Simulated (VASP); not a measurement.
# AgB2 (P6/mmm) in VASP: a series of runs

The runs below take AgB2 through single point, with r2SCAN.

Everything below comes from runs of VASP 6.6.1. Logs are shortened: lines on timing, memory, paths and dates and some standing lists are left out, and cuts for length are marked.

## (1) The crystal as given

Symmetry: P6/mmm, No. 191, hexagonal system. The conventional cell has a = 3.000 Å, b = 3.000 Å, c = 3.240 Å, α = 90.00°, β = 90.00°, γ = 120.00°. Ag (site symmetry 6/mmm) has 12 B at 2.37 Å as nearest neighbours. B (site symmetry -6m2) has 3 B at 1.73 Å as nearest neighbours.

## (2) Single point, r2SCAN

INCAR reads:

```
SYSTEM = AgB2
PREC = Low
ENCUT = 460
EDIFF = 1E-6
ISMEAR = 0
SIGMA = 0.05
LREAL = .False.
LASPH = .True.
NELM = 100
ALGO = Normal
ISIF = 2
LWAVE = .False.
LCHARG = .False.
METAGGA = R2SCAN
LMIXTAU = .True.
ADDGRID = .False.
```

KPOINTS reads:

```
regular mesh
0
Gamma
  4 4 3
  0 0 0
```

POSCAR reads:

```
AgB2
1.0
    3.0000000000      0.0000000000      0.0000000000
   -1.5000000000      2.5980762114      0.0000000000
    0.0000000000      0.0000000000      3.2400000000
Ag B
1 2
Direct
    0.0172000000      0.0014340000     -0.0107780000
    0.6537670000      0.3220700000      0.4709270000
    0.3421410000      0.7037590000      0.5156140000
```

Potentials or basis: VASP PAW PBE potentials, release 64 (Ag, B).

Command:

```console
$ cat potpaw_PBE.64/Ag/POTCAR potpaw_PBE.64/B/POTCAR > POTCAR
$ mpirun -np 1 vasp_std > vasp.out
```

OUTCAR:

```text
SYSTEM = AgB2
   PREC = Low
   ENCUT = 460
   EDIFF = 1E-6
   ISMEAR = 0
   LREAL = .False.
   LASPH = .True.
   NELM = 100
   ISIF = 2
   METAGGA = R2SCAN

 Found     26 irreducible k-points:

 Following reciprocal coordinates:
            Coordinates               Weight
  0.000000  0.000000  0.000000      1.000000
  0.250000 -0.000000  0.000000      2.000000
  0.000000  0.250000  0.000000      2.000000
 -0.250000  0.250000  0.000000      2.000000
  0.500000 -0.000000  0.000000      1.000000
  0.000000  0.500000  0.000000      1.000000
   k-points           NKPTS =     26   k-points in BZ     NKDIM =     26   number of bands    NBANDS=     12
   number of dos      NEDOS =    301   number of ions     NIONS =      3
   total plane-waves  NPLWV =   4608
   dimension x,y,z NGX =    16 NGY =   16 NGZ =   18
   dimension x,y,z NGXF=    16 NGYF=   16 NGZF=   18
   ions per type =               1   2
   NGX,Y,Z   is equivalent  to a cutoff of   8.87,  8.87,  9.24 a.u.
   NGXF,Y,Z  is equivalent  to a cutoff of   8.87,  8.87,  9.24 a.u.
 SYSTEM =  AgB2
   PREC   = low       normal or accurate (medium, high low for compatibility)
   ISTART =      0    job   : 0-new  1-cont  2-samecut
   ICHARG =      2    charge: 1-file 2-atom 10-const
   ISPIN  =      1    spin polarized calculation?
   LNONCOLLINEAR =      F non collinear calculations
   LSORBIT =      F    spin-orbit coupling
   LASPH  =      T    aspherical Exc in radial PAW
   ENCUT  =  460.0 eV  33.81 Ry    5.81 a.u.   5.25  5.25  5.67*2*pi/ulx,y,z
   NELM   =    100;   NELMIN=  2; NELMDL= -5     # of ELM steps
   EDIFF  = 0.1E-05   stopping-criterion for ELM
   LREAL  =      F    real-space projection
   EDIFFG = 0.1E-04   stopping-criterion for IOM
   NSW    =      0    number of steps for IOM
   IBRION =     -1    ionic relax: 0-MD 1-quasi-New 2-CG
   NFREE  =      0    steps in history (QN), initial steepest desc. (CG)
   ISIF   =      2    stress and relaxation
   ISYM   =      2    0-nonsym 1-usesym 2-fastsym
   POTIM  = 0.5000    time-step for ionic-motion
   TEBEG  =    0.0;   TEEND  =   0.0 temperature during run
   PSTRESS=    0.0 pullay stress
   NELECT =      17.0000    total number of electrons
   NUPDOWN=      -1.0000    fix difference up-down
   EMIN   =  10.00;   EMAX   =-10.00  energy-range for DOS
   EFERMI =   0.00;   METHOD = LEGACY
   ISMEAR =     0;   SIGMA  =   0.05  broadening in eV -4-tet -1-fermi 0-gaus
   EFERMI_NEDOS =   21; number of points for ismear=-14 and -15
   IALGO  =     38    algorithm
   IMIX   =      4    mixing-type and parameters
     AMIX     =   0.40;   BMIX     =  1.00
     AMIX_MAG =   1.60;   BMIX_MAG =  1.00
  volume/ion in A,a.u.               =       8.42        56.81
  Fermi-wavevector in a.u.,A,eV,Ry     =   1.434779  2.711340 28.008838  2.058591
  Thomas-Fermi vector in A             =   2.554150
   LORBIT       =      0    0 simple, 1 ext, 2 COOP (PROOUT), +10 PAW based schemes
   METAGGA = R2SCAN    functional components
   LHFCALC =     F    Hartree Fock is set to
   AEXX    =    0.0000 exact exchange contribution
   IVDW    =     0    specifies the selected vdW correction
   LEPSILON=     F    determine dielectric tensor
   LRPA    =     F    only Hartree local field effects (RPA)
 non-spin polarized calculation
 Gauss-broadening in eV      SIGMA  =   0.05
  energy-cutoff  :      460.00
  volume of cell :       25.25
 maximum number of plane-waves:       571
   NGX = 11   NGY = 11   NGZ = 11

 number of electron      17.0000115 magnetization

 Free energy of the ion-electron system (eV)
  ---------------------------------------------------
  ext. energy  EPLUGINS =         0.00000000
  ---------------------------------------------------
  free energy    TOTEN  =       -32.87867481 eV

  energy without entropy =      -32.87288616  energy(sigma->0) =      -32.87578048

 E-fermi :  10.4833     XC(G=0): -14.2698

 val. band max:       10.4602941525   @ k =  -0.2500   0.2500   0.3333
 cond. band min:      10.4857215290   @ k =   0.2500  -0.0000   0.0000
 fundamental gap:      0.0254273765
 Fermi energy:        10.4832622791

 k-point     1 :       0.0000    0.0000    0.0000
  band No.  band energies     occupation
      1      -4.5251      2.00000
      2       3.3285      2.00000
      3       3.7113      2.00000
      4       3.9041      2.00000
      5       5.3531      2.00000
      6       5.4832      2.00000
      7       7.3646      2.00000
      8      10.9458      0.00000
      9      12.6275      0.00000
     10      15.4348      0.00000
     11      16.4178      0.00000
     12      17.4426      0.00000

 k-point     2 :       0.2500   -0.0000    0.0000
  band No.  band energies     occupation
      1      -3.2859      2.00000
      2       2.8323      2.00000
      3       3.6209      2.00000
      4       3.7780      2.00000
      5       4.5540      2.00000
      6       5.2965      2.00000
      7       8.2154      2.00000
      8       9.2943      2.00000
      9      10.4857      0.94455
     10      16.0477      0.00000
     11      17.1673      0.00000
     12      19.1987      0.00000

 k-point     3 :       0.0000    0.2500    0.0000
  band No.  band energies     occupation
      1      -3.3214      2.00000
      2       2.7029      2.00000
      3       3.6409      2.00000
      4       3.9569      2.00000
      5       4.6686      2.00000
      6       5.2263      2.00000
      7       8.1868      2.00000
      8       9.5017      2.00000
      9      10.2263      2.00000
     10      16.0572      0.00000
     11      17.6233      0.00000
     12      19.1043      0.00000

 k-point     4 :      -0.2500    0.2500    0.0000
  band No.  band energies     occupation
      1      -3.2852      2.00000
      2       2.8352      2.00000
      3       3.6401      2.00000
      4       3.7725      2.00000
      5       4.5374      2.00000
      6       5.3068      2.00000
      7       8.2300      2.00000
      8       9.2282      2.00000
      9      10.4893      0.86492
     10      16.0522      0.00000
     11      17.2238      0.00000
     12      19.2123      0.00000

 k-point     5 :       0.5000   -0.0000    0.0000
  band No.  band energies     occupation
      1      -0.2735      2.00000
      2       0.1195      2.00000
      3       2.9095      2.00000
      4       3.3322      2.00000
      5       5.1215      2.00000
      6       5.9866      2.00000
      7       7.0394      2.00000
      8       7.2610      2.00000
      9      13.9751      0.00000
     10      15.1072      0.00000
     11      17.1036      0.00000
     12      17.6041      0.00000

 k-point     6 :       0.0000    0.5000    0.0000
  band No.  band energies     occupation
      1      -0.7235      2.00000
      2       0.3910      2.00000
      3       3.1327      2.00000
      4       3.4212      2.00000
      5       5.0431      2.00000
      6       5.9788      2.00000
      7       7.1924      2.00000
      8       7.4533      2.00000
      9      12.8663      0.00000
     10      15.5896      0.00000
     11      17.3996      0.00000
     12      17.6292      0.00000

 [... further k-points ...]
[... 5 lines left out ...]
  --------------------------------------------------------------------------------------
  -------------------------------------------------------------------------------------
  Total        6.0769487      8.1753845     13.1002468     -0.0115478      0.1766288      0.0418919
  in kB      385.5475994    518.6813319    831.1356437     -0.7326392     11.2060839      2.6578000
  external PRESSURE =     578.4548583 kB  Pullay stress =       0.0000000 kB

 VOLUME and BASIS-vectors are now :
 -----------------------------------------------------------------------------
  energy-cutoff  :      460.00
  volume of cell :       25.25
      direct lattice vectors                 reciprocal lattice vectors
     3.000000000  0.000000000  0.000000000     0.333333333  0.192450090  0.000000000
    -1.500000000  2.598076211  0.000000000     0.000000000  0.384900179  0.000000000
     0.000000000  0.000000000  3.240000000     0.000000000  0.000000000  0.308641975

 POSITION                                       TOTAL-FORCE (eV/Angst)
 -----------------------------------------------------------------------------------
      0.04945      0.00373      3.20508        -0.182679      0.062679      0.228051
      1.47820      0.83676      1.52580         0.257073      1.353820      0.877151
     -0.02922      1.82842      1.67059        -0.074393     -1.416499     -1.105202
 -----------------------------------------------------------------------------------
    total drift:                               -0.013585     -0.052381      0.013945

  FREE ENERGIE OF THE ION-ELECTRON SYSTEM (eV)
  ---------------------------------------------------
  free  energy   TOTEN  =       -32.8786748051 eV

  energy  without entropy=      -32.8728861637  energy(sigma->0) =      -32.87578048
```

It took 8.7 s on 1 thread of Intel Xeon 6975P-C (Granite Rapids), shared host; peak memory 0.11 GiB.

These settings aren't checked as converged: the numbers below hold their error.

What came out:

* Free energy: -32.8787 eV
* Pressure: 57.8 GPa
* Largest force: 1.798 eV/Å
* Band gap on the k mesh: none (metal or under the smearing width)

Caveat: the k mesh is coarse (spacing up to 0.65 Å⁻¹), so the values aren't converged; the PAW data sets were made with another functional, which shifts forces and pressure a little.

(Continued in part 2 of 2.)
